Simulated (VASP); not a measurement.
OSZICAR of a VASP run on Cl (atoms displaced from the space group 64 structure):

### OSZICAR
```
       N       E                     dE             d eps       ncg     rms          rms(c)
DAV:   1    -0.384319492348E+03   -0.38432E+03   -0.95168E+03   288   0.856E+02
DAV:   2    -0.544127359206E+03   -0.15981E+03   -0.15810E+03   428   0.208E+02
DAV:   3    -0.554723920797E+03   -0.10597E+02   -0.10564E+02   326   0.659E+01
DAV:   4    -0.554853933455E+03   -0.13001E+00   -0.12997E+00   368   0.866E+00
DAV:   5    -0.108256690110E+02    0.54403E+03   -0.29233E+00   298   0.118E+01    0.158E+01
DAV:   6    -0.103576816233E+02    0.46799E+00   -0.34077E-01   308   0.405E+00    0.101E+01
DAV:   7    -0.102174325846E+02    0.14025E+00   -0.17144E-01   310   0.262E+00    0.623E+00
DAV:   8    -0.101813966762E+02    0.36036E-01   -0.42817E-02   332   0.134E+00    0.358E+00
DAV:   9    -0.101711385318E+02    0.10258E-01   -0.92591E-03   370   0.631E-01    0.208E+00
DAV:  10    -0.101681733873E+02    0.29651E-02   -0.25407E-03   372   0.338E-01    0.123E+00
DAV:  11    -0.101673259261E+02    0.84746E-03   -0.72550E-04   370   0.184E-01    0.735E-01
DAV:  12    -0.101670806392E+02    0.24529E-03   -0.21371E-04   370   0.101E-01    0.441E-01
DAV:  13    -0.101670086182E+02    0.72021E-04   -0.65482E-05   370   0.565E-02    0.265E-01
DAV:  14    -0.101669871402E+02    0.21478E-04   -0.21576E-05   370   0.328E-02    0.159E-01
DAV:  15    -0.101669805518E+02    0.65884E-05   -0.76476E-06   362   0.197E-02    0.956E-02
DAV:  16    -0.101669784021E+02    0.21496E-05   -0.28272E-06   274   0.125E-02    0.576E-02
DAV:  17    -0.101669776353E+02    0.76681E-06   -0.15050E-06   192   0.923E-03
   1 F= -.10166978E+02 E0= -.10166978E+02  d E =-.223031E-19
```

Task: Which electronic solver shows in the log?

Result: It is blocked Davidson (ALGO = Normal, or the opening steps of other solvers). The INCAR had ALGO = Normal.

Task: Can the final energy be trusted as converged?

Result: The run converged. It stopped with EDIFF = 1E-6, NELM = 100 (B3LYP hybrid, plane waves, VASP's PBE PAW potentials (set 64)).

The structure is a typed Cl crystal. The cell was not relaxed at this level, atoms are displaced from their ideal sites. The k-mesh is coarse (spacing up to 0.86 per Å, 2π included), so the numbers may not be converged in it. The run is one of a series of settings (AEXX = 0.2, AGGAC = 0.81, AGGAX = 0.72, ALDAC = 0.19, GGA = B3, HFRCUT = -1, ISYM = 3, LHFCALC = .TRUE., PRECFOCK = Fast, KPOINTS 2×2×2 Γ-centred mesh against the base run), some of them coarse on purpose.
